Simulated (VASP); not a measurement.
Consider the following.

```
AgBr
1.0
    0.00000     2.87413     2.87413
    2.87413     0.00000     2.87413
    2.87413     2.87413     0.00000
Ag Br
1 1
Direct
  0.00000   0.00000   0.00000
  0.50000   0.50000   0.50000
```

Method: optB86b-vdW, VASP's PBE PAW potentials (set 64) (plane waves; VASP). Numerical set-up: 520 eV cut-off, 9×9×9 Γ-centred mesh, tetrahedra with Blöchl corrections, potentials Ag Br.

What does the run give for the energy per atom (σ→0)?

| Item | Value |
|---|---|
| energy per atom (σ→0) | -0.171 eV/atom |

Total energies compare only between runs with the same potentials, cut-off and functional.

The compound is AgBr in the rock salt structure. It was relaxed first.
